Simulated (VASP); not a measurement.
An input for Quantum ESPRESSO's pw.x (written as the equivalent of a VASP run, and not itself run):

```
&CONTROL
  calculation = 'vc-relax'
  pseudo_dir = './pseudo'
  outdir = './out'
  tprnfor = .true.
  tstress = .true.
  nstep = 60
  forc_conv_thr = 0.00078
/
&SYSTEM
  ibrav = 0
  nat = 6
  ntyp = 2
  ecutwfc = 84
  occupations = 'smearing'
  smearing = 'methfessel-paxton'
  degauss = 0.00735
  input_dft = 'vdw-df2-b86r'
/
&ELECTRONS
  conv_thr = 7.3e-08
  electron_maxstep = 100
/
&IONS
/
&CELL
/
ATOMIC_SPECIES
  Ag 107.868 Ag.upf
  O 15.999 O.upf
CELL_PARAMETERS angstrom
     4.7055779   -0.0000000    0.0000000
    -0.0000000    4.7055779   -0.0000000
     0.0000000   -0.0000000    4.7055779
ATOMIC_POSITIONS crystal
  Ag   0.7500000  0.2500000  0.7500000
  Ag   0.2500000  0.7500000  0.7500000
  Ag   0.7500000  0.7500000  0.2500000
  Ag   0.2500000  0.2500000  0.2500000
  O    0.0000000  0.0000000  0.0000000
  O    0.5000000  0.5000000  0.5000000
K_POINTS automatic
  6 6 6 0 0 0
```

### Question
Translate this input to VASP (INCAR, KPOINTS, POSCAR, choice of POTCAR).

### Answer
One answer among several that fit: 
**KPOINTS**
```
Automatic mesh
0
Gamma
6 6 6
0 0 0
```

File POSCAR:
```
Ag2O
1
    4.7055778966    -0.0000000000     0.0000000000
   -0.0000000000     4.7055778966    -0.0000000000
    0.0000000000    -0.0000000000     4.7055778966
Ag O
4 2
Direct
  0.7500000000   0.2500000000   0.7500000000
  0.2500000000   0.7500000000   0.7500000000
  0.7500000000   0.7500000000   0.2500000000
  0.2500000000   0.2500000000   0.2500000000
  0.0000000000   0.0000000000   0.0000000000
  0.5000000000   0.5000000000   0.5000000000
```

**INCAR**
```
GGA=MK
PREC=Accurate
LREAL=.FALSE.   ! projection in real space or not
PARAM1=0.1234568
IBRION=2
EDIFFG=-0.02
LUSE_VDW=.TRUE.
SYSTEM=Ag2O
NSW=60
ENCUT=520
LCHARG=.FALSE.
ISIF=3
PARAM2=0.7114
ZAB_VDW=-1.8867
LWAVE=.FALSE.
LASPH=.TRUE.
AGGAC=0.0
EDIFF=1E-6
SIGMA=0.1   ! width (eV)
ALGO=Normal   ! blocked Davidson
ISMEAR=1
NELM=100   ! most electronic steps
LMAXMIX=4   ! l cut-off of mixed one-centre charges
```

POTCAR, in this order: Ag O (PBE.64 set). Program: vasp_std.

What does not carry over: the potentials are each code's own (VASP's PAW set, PseudoDojo norm-conserving files in pw.x), so ENCUT and ecutwfc are chosen apart and not converted; conv_thr bounds pw.x's estimated SCF error, while EDIFF bounds the energy change between steps; forc_conv_thr acts on force components and is met together with etot_conv_thr.

The compound is Ag2O in the cuprite structure. This run relaxes it. Symmetry was kept, so distortions that lower it aren't found. The start is the result of an earlier pass.
